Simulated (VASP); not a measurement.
Input:

```xyz
1
Lattice="0.0000 1.9450 1.9450 1.9450 0.0000 1.9450 1.9450 1.9450 0.0000" Properties=species:S:1:pos:R:3 pbc="T T T"
Pd     0.0000     0.0000     0.0000
```

Calculation: PBE GGA, VASP's PBE PAW potentials (set 64) (plane waves; VASP). Numerical set-up: 480 eV cut-off, 14×14×14 Γ-centred mesh, first-order Methfessel-Paxton smearing of 0.10 eV, potentials Pd.

Energy and stress use the plane-wave basis of the starting cell.

**Question.** The ions, cell shape and volume are relaxed. What does this cell relax into?

**Answer.** 
```xyz
1
Lattice="0.0000 1.9716 1.9716 1.9716 0.0000 1.9716 1.9716 1.9716 0.0000" Properties=species:S:1:pos:R:3 pbc="T T T"
Pd     0.0000     0.0000     0.0000
```
Space group Fm-3m (225), at a tolerance of 0.03 Å.

**Question.** How do energy and volume change from the first to the last step?

**Answer.** The energy (σ→0) changes by -13.4 meV/atom and the volume by +4.2 %, in 3 ionic steps.

The compound is Pd in the fcc structure. This run relaxes it. Symmetry was kept, so distortions that lower it aren't found.
